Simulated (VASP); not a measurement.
Computed with TPSS meta-GGA, VASP's PBE PAW potentials (set 64) (plane waves; VASP).

VASP ran on this input.

### POSCAR
```
SrVO3
1
    3.8851174721     0.0000000000     0.0000000000
    0.0000000000     3.8851174721     0.0000000000
    0.0000000000     0.0000000000     3.8851174721
Sr V O
1 1 3
Direct
  0.0000000000   0.0000000000   0.0000000000
  0.5000000000   0.5000000000   0.5000000000
  0.5000000000   0.0000000000   0.5000000000
  0.0000000000   0.5000000000   0.5000000000
  0.5000000000   0.5000000000   0.0000000000
```

**INCAR**
```
SYSTEM = SrVO3
PREC = Accurate
ENCUT = 520
EDIFF = 1E-7
NELM = 100
ALGO = Normal
LREAL = .FALSE.
LASPH = .TRUE.
ISMEAR = 1
SIGMA = 0.1
METAGGA = TPSS
LMIXTAU = .TRUE.
LMAXMIX = 4
LWAVE = .FALSE.
LCHARG = .FALSE.
ISIF = 2
```

KPOINTS:
```
Automatic mesh
0
Gamma
8 8 8
0 0 0
```

POTCAR, in this order: Sr_sv V_sv O (PBE.64 set). Program: vasp_std.

Estimate the energy per atom (σ→0), pressure, band gap (on the k-mesh).

The energy per atom (σ→0) is -12.426 eV/atom. The band gap (on the k-mesh) is none (metal, semimetal or under 0.01 eV) and the pressure is -5.24 GPa.

**OSZICAR**
```
...
DAV:  14    -0.621310499902E+02   -0.35202E-03   -0.11986E-03  1912   0.265E-01    0.110E-01
DAV:  15    -0.621307914605E+02    0.25853E-03   -0.22437E-04  2392   0.129E-01    0.428E-02
DAV:  16    -0.621310081039E+02   -0.21664E-03   -0.12641E-04  1984   0.121E-01    0.113E-02
DAV:  17    -0.621310152147E+02   -0.71108E-05   -0.14023E-05  1992   0.361E-02    0.388E-03
DAV:  18    -0.621310192223E+02   -0.40076E-05   -0.13788E-06  1760   0.135E-02    0.320E-03
DAV:  19    -0.621310193568E+02   -0.13448E-06   -0.77619E-07  1776   0.103E-02    0.159E-03
DAV:  20    -0.621310193223E+02    0.34465E-07   -0.22189E-07  1120   0.470E-03
   1 F= -.62131019E+02 E0= -.62130214E+02  d E =-.241734E-02
```

The compound is SrVO3 in the cubic perovskite structure. This cell is one point of a volume scan, at 1.03 of the reference volume. The run is not spin-polarised, so no magnetic state was tried. The electron count is odd and the run is not spin-polarised, which forces a metal.
